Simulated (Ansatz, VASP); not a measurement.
# MgCdSeS in two plane-wave programs, part 3 of 3

One calculation is typed for both programs; each brings its own data sets. How far apart do they land? The cell is invented: As first built, before any earlier steps moved the atoms (in the runner's words): it takes the ZnCdSeS structure with some of its atoms replaced by other elements, volume scaled by an estimate. It may not be a known or stable phase. The cell is taken from a series of VASP runs on this material, whose earlier steps may have relaxed, scaled or displaced it; both programs get it as it stands. Valence electrons are named where the data sets of a main pair hold unlike numbers.

VASP 6.6.1 and Ansatz 0.2.0.

So far. Step 2 (Ansatz: single point, PBE with D3(BJ)): The run ends at a pressure of 0.06 GPa, with forces up to 0.045 eV/Å. Step 6 (VASP: band structure, PBE with D3(BJ), spin-orbit …): The run ends at a pressure of -0.01 GPa, with forces up to 0.0079 eV/Å.

### 11. VASP: dielectric response, PBE with D3(BJ)

Level of this step: PBE with D3(BJ); plane waves and PAW (Cd, Se, S, Mg); invented cell (VASP).

The same cell, functional and mesh now go to VASP, with its own data sets.

Contents of INCAR:

```
SYSTEM = MgCdSeS
PREC = Accurate
ENCUT = 400
EDIFF = 1E-08
NELM = 100
ISMEAR = 0
SIGMA = 0.01
LREAL = .FALSE.
ALGO = Normal
GGA = PE
IVDW = 12
NBANDS = 19
LORBIT = 11
LWAVE = .FALSE.
LCHARG = .FALSE.
KPAR = 2
LEPSILON = .TRUE.
```

Contents of POSCAR:

```
MgCdSeS
1.0
    4.1477180915     -0.0000000035      0.0000000000
   -2.0738595516      3.5920294095      0.0000000000
    0.0000000000      0.0000000000      6.7863525304
Cd Se S Mg
1 1 1 1
Direct
    0.0000000000      0.0000000000      0.5157483855
    0.3333333300      0.6666666700      0.3624382654
    0.0000000000      0.0000000000      0.8895062893
    0.3333333300      0.6666666700      0.9843070599
```

Contents of KPOINTS:

```
Automatic mesh
0
Gamma
7 7 4
0 0 0
```

PAW data sets: Cd, Se, S and Mg (PBE family, release 64).

Launch:

```
$ mpirun -np 2 vasp_std
```

Numbers of over 12 decimals in the logs are rounded to 6 here.

What it wrote:

```text
[... set-up lines as in an earlier step ...]
 entering main loop
       N       E                     dE             d eps       ncg     rms          rms(c)
DAV:   1     0.119251628287E+03    0.11925E+03   -0.98056E+03  1064   0.946E+02
DAV:   2    -0.756478207491E+01   -0.12682E+03   -0.12338E+03  1234   0.235E+02
DAV:   3    -0.146645006490E+02   -0.70997E+01   -0.70789E+01  1305   0.560E+01
DAV:   4    -0.147235703610E+02   -0.59070E-01   -0.59049E-01  1326   0.527E+00
[...]
DAV:  15    -0.137697966019E+02   -0.24597E-06   -0.56567E-07  1176   0.518E-03    0.103E-03
DAV:  16    -0.137697965885E+02    0.13476E-07   -0.28085E-08  1258   0.126E-03    0.656E-04
DAV:  17    -0.137697965856E+02    0.28876E-08   -0.15054E-08  1006   0.752E-04
   1 F= -.14951837E+02 E0= -.14951837E+02  d E =-.644991E-38
 Linear response reoptimize wavefunctions to high precision
DAV:   1    -0.137697965898E+02    0.11820E+01   -0.31285E-09  1118   0.452E-04
DAV:   2    -0.137697965898E+02   -0.73896E-10   -0.16793E-10   625   0.111E-04
 Linear response G [H, r] |phi>, progress :
  Direction:   1
[...]
RMM:  13    -0.143694397515E+01    0.25451E-06    0.16055E-06  2884   0.586E-05    0.100E-05
RMM:  14    -0.143694360915E+01    0.36599E-06    0.14374E-06  2172   0.412E-05    0.276E-06
 change of polarisation eV/A/(eV/A) component  2 :    -0.491     2.613    -0.000
 dielectric tensor                  component  2 :    -0.879     5.676    -0.000
 Linear response to external field, progress :
  Direction:   3
       N       E                     dE             d eps       ncg     rms          rms(c)
RMM:   1    -0.132992690861E+01   -0.13299E+01   -0.52250E+00  2025   0.388E+00
RMM:   2    -0.137697063563E+01   -0.47044E-01   -0.30382E-02  1854   0.744E-01    0.212E+00
RMM:   3    -0.126690388325E+01    0.11007E+00   -0.15425E-01  1773   0.153E+00    0.110E+00
RMM:   4    -0.130079935322E+01   -0.33895E-01   -0.82577E-02  1819   0.119E+00    0.369E-01
[...]
RMM:  12    -0.135514054739E+01   -0.20987E-05    0.15287E-07  1794   0.464E-04    0.785E-05
RMM:  13    -0.135513603470E+01    0.45127E-05    0.45089E-07  1548   0.110E-04    0.291E-05
RMM:  14    -0.135513463717E+01    0.13975E-05    0.14720E-08  1217   0.644E-05    0.562E-06
 change of polarisation eV/A/(eV/A) component  3 :    -0.109    -0.200     2.456
 dielectric tensor                  component  3 :    -0.195    -0.357     5.395
 Born effective charges drift removed
```

From OUTCAR (step 11):

```text
  Total       0.00628     0.00628    -0.03384    -0.00000    -0.00000     0.00000
  in kB       0.09946     0.09946    -0.53627    -0.00000    -0.00000     0.00000
  external pressure =       -0.11 kB  Pullay stress =        0.00 kB

 POSITION                                       TOTAL-FORCE (eV/Angst)
 -----------------------------------------------------------------------------------
      0.00000      0.00000      3.50005         0.000000     -0.000000      0.003544
     -0.00000      2.39469      2.45963         0.000000      0.000000     -0.000240
      0.00000      0.00000      6.03650        -0.000000      0.000000      0.005763
     -0.00000      2.39469      6.67985        -0.000000      0.000000     -0.009066
 -----------------------------------------------------------------------------------
    total drift:                                0.000014     -0.000001      0.000151

 Edisp (eV)   -1.18204

 Edisp (eV)   -1.18204

 MACROSCOPIC STATIC DIELECTRIC TENSOR (including local field effects in DFT)
 ------------------------------------------------------
           5.676366    -0.000001     0.000000
          -0.000001     5.676367    -0.000000
           0.000000     0.000000     5.395185
 ------------------------------------------------------

[... 1 part as in an earlier step ...]

[... 1 further part left out ...]
```

Energies printed during the response cycles are not total energies of the cell. The dielectric response converges more slowly with the mesh than energies do, so tensor and charges may still move on a finer one.

### 12. Comparison

What differs besides the data sets and the points named for the pairs above, as far as they apply: VASP's response is taken on the typed mesh, Ansatz refines its own for the field response alone; the data sets hold 52 valence electrons in Ansatz (on its default PAW (the set named soft_2) files) and 26 in VASP. Total energies have different zeros and are not compared.

Compared:

```
                                     quantity  Ansatz   VASP  difference
                                        ε∞ xx    5.46   5.68     -3.79 %
                                        ε∞ yy    5.46   5.68     -3.79 %
                                        ε∞ zz    5.37   5.40     -0.42 %
Born charge of Cd1 (mean of the diagonal) (e)    2.05   2.07       -0.02
Born charge of Se2 (mean of the diagonal) (e)   -2.02  -2.05       +0.03
 Born charge of S3 (mean of the diagonal) (e)   -2.00  -2.01        0.00
Born charge of Mg4 (mean of the diagonal) (e)    1.98   1.99       -0.01
```

### 13. Outcome

```
r.m.s. force difference (single point, PBE with D3(BJ))                        : 17 meV/Å
r.m.s. force difference (band structure, PBE with D3(BJ), spin-orbit coupling) : 18 meV/Å
difference in ε∞ xx (dielectric response, PBE with D3(BJ))                     : -3.8 %
```

**Reading.** The r.m.s. force difference is 18 meV/Å (band structure, PBE with D3(BJ), spin-orbit coupling), beyond the 12 meV/Å picked in this series as the mark of a large difference. The data sets hold unlike numbers of valence electrons (52 in Ansatz and 26 in VASP), so part of the differences comes from the potentials. Single point, PBE with D3(BJ), Ansatz's larger PAW set (cutoff 760 eV): the difference in pressure goes from 0.076 to 0.096 GPa; the difference in gap on the k mesh goes from 0.0044 to 0.0022 eV. Single point, PBE with D3(BJ), norm-conserving potentials (cutoff 1170 eV): the difference in gap on the k mesh goes from 0.0044 to 7.7e-4 eV. Band structure, PBE with D3(BJ), spin-orbit coupling, Ansatz's larger PAW set (cutoff 760 eV): the difference in gap over the path points goes from 0.0036 to 0.0013 eV. Band structure, PBE with D3(BJ), spin-orbit coupling, norm-conserving potentials (cutoff 1388 eV): the difference in pressure goes from 0.066 to 0.16 GPa; the difference in gap over the path points goes from 0.0036 to -0.0020 eV. 3 further runs of this series are not shown here. How closely two codes agree says nothing of how well the functional describes the real material.

[Lines on the potential files, build, host, timing and source positions are cut from VASP's logs without a mark.]

[Logs are printed without paths, hosts, clocks, repeated set-up lines and the standing remarks that a program may print on its own settings, such as how far it seeks lower states.]

[Hosts, paths, dates, database ids (printed as entryN), source tags and the programs' standing remarks are cut or masked in the printed files.]
